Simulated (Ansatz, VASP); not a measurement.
## Ta3I in VASP and in Ansatz

```
CELL_PARAMETERS angstrom
5.33897 0.00000 0.00000
0.00000 5.33897 0.00000
0.00000 0.00000 5.33897
ATOMIC_POSITIONS crystal
Ta 0.25000 0.00000 0.50000
Ta 0.75000 0.00000 0.50000
Ta 0.00000 0.50000 0.25000
Ta 0.00000 0.50000 0.75000
Ta 0.50000 0.75000 0.00000
Ta 0.50000 0.25000 0.00000
I 0.00000 0.00000 0.00000
I 0.50000 0.50000 0.50000
```

Change from the starting cell: species swapped into the Ta3Sb type (Pm-3n, No. 223).

Alike in both runs: functional PBE; k mesh 4 × 4 × 4; occupations gaussian, width 0.1 eV; no spin polarisation.

Ansatz relaxed the structure, and its values are those at the end. VASP's run is a single point on that final structure, the one shown.

```csv
,VASP,Ansatz
version,VASP 6.6.1,Ansatz 0.2.0
potentials or method,"VASP PAW PBE potentials, release 64 (Ta_pv, I)","scalar-relativistic, plane waves, PAW"
plane-wave cutoff (eV),520,420
valence electrons in the cell,80,112
```

|  | VASP | Ansatz | Ansatz less VASP |
| --- | --- | --- | --- |
| gap on the k mesh at the Fermi level (eV) | none | none | - |
| pressure (GPa) | -0.3 | -0.4 | -0.04 |

A gap of «none» marks a metal or a gap that the smearing closes. The functional is the same, so the differences come from potentials, cutoffs and numerics. The two sets of potentials don't hold the same shells in valence.

The runs have no spin-orbit coupling, so splittings on I, Ta are missing.
